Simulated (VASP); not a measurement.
Write the native input for VASP 6.6.1 that does the following.

- Task: relaxation of cell and atoms
- Functional: PBE
- Potentials or basis: VASP PAW PBE potentials, release 64 (K_sv)
- Cutoff: 600 eV
- k mesh: 10 × 10 × 10
- Occupations: methfessel-paxton, width 0.1 eV
- Spin: no spin polarisation
- Further INCAR settings: ALGO = Normal; EDIFF = 1e-06; IBRION = 2; EDIFFG = -0.01; NSW = 90; ISIF = 3

The structure of K lies in POSCAR:

```
K
1.0
   -2.6125000000      2.6125000000      2.6125000000
    2.6125000000     -2.6125000000      2.6125000000
    2.6125000000      2.6125000000     -2.6125000000
K
1
Direct
    0.0000000000      0.0000000000      0.0000000000
```

These files were run (other wordings do the same):

INCAR

```
SYSTEM = K
PREC = Accurate
ENCUT = 600
EDIFF = 1E-6
ISMEAR = 1
SIGMA = 0.1
LREAL = .False.
LASPH = .True.
NELM = 80
ALGO = Normal
ISIF = 3
LWAVE = .False.
LCHARG = .False.
GGA = PE
IBRION = 2
NSW = 90
EDIFFG = -0.01
```

KPOINTS

```
regular mesh
0
Gamma
  10 10 10
  0 0 0
```

Potentials or basis: VASP PAW PBE potentials, release 64 (K_sv).

Command:

```sh
$ cat potpaw_PBE.64/K_sv/POTCAR > POTCAR
$ mpirun -np 1 vasp_std > vasp.out
```

Results of the run:

The relaxed volume is 73.50 Å³/atom, the relaxed cell is a = 4.571 Å, b = 4.571 Å, c = 4.571 Å, α = 109.47°, β = 109.47°, γ = 109.47° and the space group after relaxing (to 0.05 Å) is Im-3m (No. 229). The energy gained by relaxing is 1.0 meV/atom. The ionic steps are 3 and the pressure after relaxing is 0.0 GPa. The band gap on the k mesh is none (metal or under the smearing width).

It took 56 s on 1 thread of Intel(R) Xeon(R) Platinum 8259CL CPU @ 2.50GHz (Skylake/Cascade Lake), on a shared host, peak memory 0.22 GiB.
